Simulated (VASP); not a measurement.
OSZICAR of a VASP run on Au (fcc):

File OSZICAR:
```
       N       E                     dE             d eps       ncg     rms          rms(c)
DAV:   1     0.408767097865E+02    0.40877E+02   -0.57557E+03  2336   0.106E+03
DAV:   2    -0.436813482923E+01   -0.45245E+02   -0.42586E+02  2255   0.200E+02
DAV:   3    -0.477576375960E+01   -0.40763E+00   -0.40712E+00  2547   0.195E+01
DAV:   4    -0.477683573866E+01   -0.10720E-02   -0.10720E-02  2518   0.105E+00
DAV:   5    -0.477684146841E+01   -0.57297E-05   -0.57299E-05  2427   0.708E-02    0.104E+01
DAV:   6    -0.447280949608E+01    0.30403E+00   -0.98154E-01  2204   0.960E+00    0.639E+00
DAV:   7    -0.444842343902E+01    0.24386E-01   -0.84096E-02  2313   0.271E+00    0.293E+00
DAV:   8    -0.444490657441E+01    0.35169E-02   -0.24895E-03  2291   0.623E-01    0.268E-01
DAV:   9    -0.444490051957E+01    0.60548E-05   -0.13957E-05  2335   0.458E-02    0.717E-03
DAV:  10    -0.444490179046E+01   -0.12709E-05   -0.89107E-07  2022   0.907E-03    0.923E-04
DAV:  11    -0.444490179513E+01   -0.46684E-08   -0.35710E-08  1133   0.206E-03
   1 F= -.44449018E+01 E0= -.44447917E+01  d E =-.444490E+01
```

### Question
Which electronic solver shows in the log?

### Answer
It is blocked Davidson (ALGO = Normal, or the opening steps of other solvers). The INCAR had ALGO = Normal.

### Question
Can the final energy be trusted as converged?

### Answer
The calculation finished and met its thresholds. It stopped with EDIFF = 1E-6, NELM = 100, NSW = 40 and EDIFFG = -0.02 after 1 ionic step (LDA (Ceperley-Alder, Perdew-Zunger), plane waves, VASP's LDA PAW potentials (set 64)).

The compound is Au in the fcc structure. It was relaxed first.
